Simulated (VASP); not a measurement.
The system is GaAs.

```
Ga As
1.0
     0.00000    2.81943    2.84063
     2.81943    0.00000    2.84063
     2.81943    2.81943    0.00000
Ga As
1 1
Direct
  0.00000 0.00000 0.00000
  0.25000 0.25000 0.25000
```

The cell was built by a generator and isn't the measured one.

Base run:

```yaml
Program: VASP 6.6.1
Functional: r2SCAN
Potentials_or_basis: VASP PAW PBE potentials, release 64 (Ga_d, As)
Cutoff: 600 eV
k_mesh: 12 × 12 × 12
Occupations: gaussian, width 0.02 eV
Spin: no spin polarisation
```

Its results: band gap on the k mesh 0.98 eV, direct; pressure 0.6 GPa.

After a change of settings the same cell gave: band gap on the k mesh 0.32 eV, direct; pressure -1.6 GPa. Which change was it?
A. functional from r2SCAN to PBE; cutoff from 600 eV to 400 eV
B. functional from r2SCAN to PBE
C. functional from r2SCAN to LDA; potentials or basis from VASP PAW PBE potentials, release 64 (Ga_d, As) to VASP PAW LDA potentials, release 64 (Ga_d, As)
D. functional from r2SCAN to PBE; k mesh from 12 × 12 × 12 to 8 × 8 × 8

C.

Caveats: the PAW data sets were made with another functional, which shifts forces and pressure a little (some runs).
